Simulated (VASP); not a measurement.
All values below come from HSE06 screened hybrid, VASP's PBE PAW potentials (set 64) (plane waves; VASP).

A VASP calculation is set up with these files.

KPOINTS:
```
K-points
0
gamma
6 6 6
```

POSCAR:
```
KI
1
    0.0000000000     3.6293189252     3.6293189252
    3.6293189252     0.0000000000     3.6293189252
    3.6293189252     3.6293189252     0.0000000000
K I
1 1
Direct
  0.0000000000   0.0000000000   0.0000000000
  0.5000000000   0.5000000000   0.5000000000
```

**INCAR**
```
SYSTEM = KI
PREC = Accurate
ENCUT = 520
EDIFF = 1E-6
NELM = 60
ALGO = Normal
LREAL = .FALSE.
LASPH = .TRUE.
ISMEAR = 0
SIGMA = 0.05
GGA = PE
HFSCREEN = 0.2
AEXX = 0.25
LHFCALC = .TRUE.
PRECFOCK = Fast
ISYM = 3
LMAXMIX = 4
LWAVE = .FALSE.
LCHARG = .FALSE.
ISIF = 2
```

POTCAR, in this order: K_sv I (PBE.64 set). Program: vasp_std. Read from the step before: WAVECAR.

The run wrote:

File OSZICAR:
```
       N       E                     dE             d eps       ncg     rms          rms(c)
DAV:   1    -0.641162532437E+01   -0.64116E+01   -0.33484E-01   424   0.554E+00    0.369E+00
DAV:   2    -0.641405545332E+01   -0.24301E-02   -0.79761E-03   460   0.733E-01    0.231E+00
DAV:   3    -0.641360473400E+01    0.45072E-03   -0.45349E-04   548   0.190E-01    0.136E+00
DAV:   4    -0.641341166501E+01    0.19307E-03   -0.85270E-05   472   0.826E-02    0.794E-01
DAV:   5    -0.641334667662E+01    0.64988E-04   -0.39464E-05   576   0.484E-02    0.461E-01
DAV:   6    -0.641332735940E+01    0.19317E-04   -0.10964E-05   476   0.240E-02    0.269E-01
DAV:   7    -0.641332087081E+01    0.64886E-05   -0.47299E-06   488   0.158E-02    0.155E-01
DAV:   8    -0.641331942553E+01    0.14453E-05   -0.16234E-06   440   0.963E-03    0.893E-02
DAV:   9    -0.641331932043E+01    0.10510E-06   -0.65495E-07   296   0.645E-03
   1 F= -.64133193E+01 E0= -.64133193E+01  d E =-.130637E-15
```

### OUTCAR
```
------------------------ aborting loop because EDIFF is reached ----------------------------------------
  FORCE on cell =-STRESS in cart. coord.  units (eV):
  Direction    XX          YY          ZZ          XY          YZ          ZX
  --------------------------------------------------------------------------------------
  Total       -0.2824536     -0.2824536     -0.2824536      0.0000000      0.0000000     -0.0000000
  in kB       -4.7331730     -4.7331730     -4.7331730      0.0000000      0.0000000     -0.0000000
  external PRESSURE =      -4.7331730 kB  Pullay stress =       0.0000000 kB
  volume of cell :       95.61
      direct lattice vectors                 reciprocal lattice vectors
     0.000000000  3.629318925  3.629318925    -0.137766895  0.137766895  0.137766895
     3.629318925  0.000000000  3.629318925     0.137766895 -0.137766895  0.137766895
     3.629318925  3.629318925  0.000000000     0.137766895  0.137766895 -0.137766895
  FREE ENERGIE OF THE ION-ELECTRON SYSTEM (eV)
  ---------------------------------------------------
  free  energy   TOTEN  =        -6.4133193204 eV

  energy  without entropy=       -6.4133193204  energy(sigma->0) =       -6.41331932

  exchange ACFDT corr.  =         0.00000000  see jH, gK, PRB 81, 115126
```
(Selected blocks of OUTCAR.)

The compound is KI in the rock salt structure. This cell is one point of a volume scan, at 1.03 of the reference volume. The cell's shape comes from a PBE relaxation.
